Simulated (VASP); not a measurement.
Method: AM05 GGA, VASP's PBE PAW potentials (set 64) (plane waves; VASP).

VASP input:

**INCAR**
```
ALGO  =  Normal
EDIFF  =  1E-7
ENCUT  =  520
GGA  =  AM
ISIF  =  2
ISMEAR  =  -5
LASPH  =  .TRUE.
LCHARG  =  .TRUE.
LEFG  =  .TRUE.
LMAXMIX  =  4
LORBIT  =  11
LREAL  =  .FALSE.
LWAVE  =  .FALSE.
NEDOS  =  601
NELM  =  100
PREC  =  Accurate
SYSTEM  =  SrTiO3
```

**KPOINTS**
```
Automatic mesh
0
Gamma
6 6 6
```

**POSCAR**
```
SrTiO3
1
    3.9006705013     0.0000000000     0.0000000000
    0.0000000000     3.9006705013     0.0000000000
    0.0000000000     0.0000000000     3.9006705013
Sr Ti O
1 1 3
Direct
  0.0000000000   0.0000000000   0.0000000000
  0.5000000000   0.5000000000   0.5000000000
  0.5000000000   0.0000000000   0.5000000000
  0.0000000000   0.5000000000   0.5000000000
  0.5000000000   0.5000000000   0.0000000000
```

POTCAR, in this order: Sr_sv Ti_sv O (PBE.64 set). Program: vasp_std.

Output of the run:

**OUTCAR**
```
 ion  position               nearest neighbor table
   1  0.000  0.000  0.000-   3 2.76   4 2.76   5 2.76   3 2.76   4 2.76   4 2.76   5 2.76   4 2.76
                             3 2.76   5 2.76   3 2.76   5 2.76   2 3.38   2 3.38   2 3.38   2 3.38
   2  0.500  0.500  0.500-   3 1.95   4 1.95   5 1.95   5 1.95   3 1.95   4 1.95   1 3.38   1 3.38
                             1 3.38   1 3.38   1 3.38   1 3.38   1 3.38   1 3.38
   3  0.500  0.000  0.500-   2 1.95   2 1.95   1 2.76   1 2.76   1 2.76   1 2.76
   4  0.000  0.500  0.500-   2 1.95   2 1.95   1 2.76   1 2.76   1 2.76   1 2.76
   5  0.500  0.500  0.000-   2 1.95   2 1.95   1 2.76   1 2.76   1 2.76   1 2.76
  LATTYP: Found a simple cubic cell.
 ALAT       =     3.9006705013
 Subroutine PRICEL returns:
 Original cell was already a primitive cell.
 Subroutine GETGRP returns: Found 48 space group operations
The static configuration has the point symmetry O_h .
The dynamic configuration has the point symmetry O_h .
 Subroutine INISYM returns: Found 48 space group operations
 Subroutine IBZKPT returns following result:
 Found     20 irreducible k-points:

 Following reciprocal coordinates:
            Coordinates               Weight
  0.000000  0.000000  0.000000      1.000000
  0.166667  0.000000  0.000000      6.000000
  0.333333  0.000000  0.000000      6.000000
  0.500000  0.000000  0.000000      3.000000
  0.166667  0.166667  0.000000     12.000000
  0.333333  0.166667  0.000000     24.000000
  0.500000  0.166667  0.000000     12.000000
  0.333333  0.333333  0.000000     12.000000
  0.500000  0.333333  0.000000     12.000000
  0.500000  0.500000  0.000000      3.000000
  0.166667  0.166667  0.166667      8.000000
  0.333333  0.166667  0.166667     24.000000
  0.500000  0.166667  0.166667     12.000000
  0.333333  0.333333  0.166667     24.000000
  0.500000  0.333333  0.166667     24.000000
  0.500000  0.500000  0.166667      6.000000
  0.333333  0.333333  0.333333      8.000000
  0.500000  0.333333  0.333333     12.000000
  0.500000  0.500000  0.333333      6.000000
...
```

File OSZICAR:
```
       N       E                     dE             d eps       ncg     rms          rms(c)
DAV:   1     0.448657026072E+03    0.44866E+03   -0.21900E+04   960   0.184E+03
DAV:   2    -0.144804474209E+01   -0.45011E+03   -0.44255E+03  1144   0.501E+02
DAV:   3    -0.481595519842E+02   -0.46712E+02   -0.46613E+02  1384   0.149E+02
DAV:   4    -0.503030658752E+02   -0.21435E+01   -0.21427E+01  1368   0.294E+01
DAV:   5    -0.503649724584E+02   -0.61907E-01   -0.61904E-01  1344   0.400E+00    0.277E+01
DAV:   6    -0.409259983376E+02    0.94390E+01   -0.60900E+01  1432   0.736E+01    0.169E+01
DAV:   7    -0.409291925888E+02   -0.31943E-02   -0.80455E+00  1152   0.222E+01    0.110E+01
DAV:   8    -0.409928605837E+02   -0.63668E-01   -0.22128E+00  1200   0.161E+01    0.355E+00
DAV:   9    -0.408639693323E+02    0.12889E+00   -0.61178E-01  1168   0.811E+00    0.912E-01
DAV:  10    -0.408703823304E+02   -0.64130E-02   -0.13374E-01  1296   0.262E+00    0.838E-01
DAV:  11    -0.408614421962E+02    0.89401E-02   -0.70117E-02  1416   0.219E+00    0.170E-01
DAV:  12    -0.408612948320E+02    0.14736E-03   -0.29801E-03  1224   0.622E-01    0.515E-02
DAV:  13    -0.408613461776E+02   -0.51346E-04   -0.19088E-04  1384   0.111E-01    0.334E-02
DAV:  14    -0.408613472728E+02   -0.10952E-05   -0.43694E-05  1336   0.503E-02    0.112E-02
DAV:  15    -0.408613473105E+02   -0.37707E-07   -0.15821E-05  1304   0.406E-02    0.625E-03
DAV:  16    -0.408613479877E+02   -0.67721E-06   -0.37274E-06  1312   0.185E-02    0.410E-03
DAV:  17    -0.408613477732E+02    0.21449E-06   -0.56225E-07  1120   0.990E-03    0.890E-04
DAV:  18    -0.408613477468E+02    0.26429E-07   -0.40016E-08   552   0.182E-03
   1 F= -.40861348E+02 E0= -.40861348E+02  d E =0.000000E+00
```

OUTCAR:
```
------------------------ aborting loop because EDIFF is reached ----------------------------------------
  FORCE on cell =-STRESS in cart. coord.  units (eV):
  Direction    XX          YY          ZZ          XY          YZ          ZX
  --------------------------------------------------------------------------------------
  Total        0.0121963      0.0121963      0.0121963      0.0000000     -0.0000000      0.0000000
  in kB        0.3292470      0.3292470      0.3292470      0.0000000     -0.0000000      0.0000000
  external PRESSURE =       0.3292470 kB  Pullay stress =       0.0000000 kB
  volume of cell :       59.35
      direct lattice vectors                 reciprocal lattice vectors
     3.900670501  0.000000000  0.000000000     0.256366181  0.000000000  0.000000000
     0.000000000  3.900670501  0.000000000     0.000000000  0.256366181  0.000000000
     0.000000000  0.000000000  3.900670501     0.000000000  0.000000000  0.256366181
 POSITION                                       TOTAL-FORCE (eV/Angst)
 -----------------------------------------------------------------------------------
      0.00000      0.00000      0.00000         0.000000      0.000000      0.000000
      1.95034      1.95034      1.95034         0.000000      0.000000      0.000000
      1.95034      0.00000      1.95034         0.000000      0.000000      0.000000
      0.00000      1.95034      1.95034         0.000000      0.000000      0.000000
      1.95034      1.95034      0.00000         0.000000      0.000000      0.000000
 -----------------------------------------------------------------------------------
    total drift:                                0.000000      0.000000     -0.000000
  FREE ENERGIE OF THE ION-ELECTRON SYSTEM (eV)
  ---------------------------------------------------
  free  energy   TOTEN  =       -40.8613477468 eV

  energy  without entropy=      -40.8613477468  energy(sigma->0) =      -40.86134775

 total charge

# of ion       s       p       d       tot
------------------------------------------
    1        1.997   5.757   0.205   7.959
    2        2.234   6.329   1.782  10.345
    3        1.561   3.478   0.000   5.039
    4        1.561   3.478   0.000   5.039
    5        1.561   3.478   0.000   5.039
--------------------------------------------------
tot          8.915  22.521   1.987  33.423

 Electric field gradients after diagonalization (V/A^2)
 (convention: |V_zz| > |V_xx| > |V_yy|)
----------------------------------------------------------------------
 ion       V_xx      V_yy      V_zz     asymmetry (V_yy - V_xx)/ V_zz
----------------------------------------------------------------------
   1      -0.000    -0.000     0.000       0.149
   2      -0.000    -0.000    -0.000      -0.323
   3      -5.104    -5.104    10.208       0.000
   4      -5.104    -5.104    10.208       0.000
   5      -5.104    -5.104    10.208       0.000
```
(Selected blocks of OUTCAR.)

OUTCAR:
```
 val. band max:        4.1136769298   @ k =   0.5000   0.5000   0.5000

 cond. band min:       5.9201266178   @ k =   0.0000   0.0000   0.0000


 Fermi energy:         4.2098582274

 k-point     1 :       0.0000    0.0000    0.0000
  band No.  band energies     occupation
      1     -51.9747      2.00000
      2     -28.5478      2.00000
      3     -28.4100      2.00000
      4     -28.4100      2.00000
      5     -28.4100      2.00000
      6     -13.1986      2.00000
      7     -12.1907      2.00000
      8     -12.1907      2.00000
      9     -10.5803      2.00000
     10     -10.5803      2.00000
     11     -10.5803      2.00000
     12       1.2654      2.00000
     13       1.2654      2.00000
     14       1.2654      2.00000
     15       2.9266      2.00000
     16       2.9266      2.00000
     17       2.9266      2.00000
     18       3.7593      2.00000
     19       3.7593      2.00000
     20       3.7593      2.00000
     21       5.9201      0.00000
     22       5.9201      0.00000
     23       5.9201      0.00000
     24       8.4618      0.00000

 k-point     2 :       0.1667    0.0000    0.0000
  band No.  band energies     occupation
      1     -51.9743      2.00000
      2     -28.5671      2.00000
      3     -28.4092      2.00000
      4     -28.4092      2.00000
      5     -28.4030      2.00000
      6     -13.2215      2.00000
      7     -12.1870      2.00000
      8     -12.1806      2.00000
      9     -10.5682      2.00000
     10     -10.5682      2.00000
     11     -10.3928      2.00000
     12       0.9092      2.00000
     13       1.2453      2.00000
     14       1.2453      2.00000
     15       2.5766      2.00000
     16       2.5766      2.00000
     17       2.6886      2.00000
     18       2.9935      2.00000
     19       3.6078      2.00000
     20       3.6078      2.00000
     21       5.9626      0.00000
     22       6.5117      0.00000
     23       6.5117      0.00000
     24       8.4695      0.00000
...
```

The compound is SrTiO3 in the cubic perovskite structure, the ideal cubic form; the compound distorts at low or room temperature. It was relaxed first.
